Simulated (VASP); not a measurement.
```xyz
4
Lattice="3.4895 0.0000 0.0000 -1.7447 3.0220 0.0000 0.0000 0.0000 6.4036" Properties=species:S:1:pos:R:3 pbc="T T T"
Ru     0.0000     2.0147     0.0547
Ru     1.7447     1.0073     3.2565
S      0.0000     2.0147     2.3467
S      1.7447     1.0073     5.5485
```

Computed with PBEsol GGA, VASP's PBE PAW potentials (set 64) (plane waves; VASP 6.6.1). Run with 400 eV cut-off, Gaussian smearing of 0.050 eV, potentials Ru_pv S.

Give the energies of bands 10 to 23 at the high-symmetry points, in eV from the Fermi level.

| band | Γ | M | K | A | L | H |
|---|---|---|---|---|---|---|
| 10 | -6.58 | -6.85 | -5.97 | -6.89 | -7.10 | -6.42 |
| 11 | -6.02 | -5.78 | -5.60 | -5.83 | -5.52 | -6.38 |
| 12 | -6.02 | -5.71 | -5.60 | -5.83 | -5.52 | -6.38 |
| 13 | -5.59 | -5.43 | -5.57 | -5.83 | -5.34 | -4.82 |
| 14 | -5.59 | -4.76 | -5.57 | -5.83 | -5.34 | -4.82 |
| 15 | -2.38 | -3.01 | -2.98 | -2.01 | -2.05 | -2.75 |
| 16 | -2.38 | -2.05 | -2.52 | -2.01 | -2.05 | -2.75 |
| 17 | -1.71 | -1.33 | -2.52 | -2.01 | -1.27 | -1.71 |
| 18 | -1.71 | -1.15 | -2.51 | -2.01 | -1.27 | -1.71 |
| 19 | -1.71 | -1.07 | -0.82 | 0.35 | -1.19 | -0.86 |
| 20 | 1.66 | -1.07 | 0.23 | 0.35 | -1.19 | -0.86 |
| 21 | 1.66 | -0.33 | 0.23 | 2.52 | 0.17 | -0.06 |
| 22 | 1.95 | -0.28 | 0.76 | 2.52 | 0.17 | -0.06 |
| 23 | 3.66 | 1.24 | 0.94 | 2.52 | 1.06 | 1.32 |

It has no gap at this level: it comes out as a metal or semimetal.

The structure was generated: RuS was put into the wurtzite type (P6_3mc), which need not be its known phase. It was relaxed first, which changed the volume by -31 %.
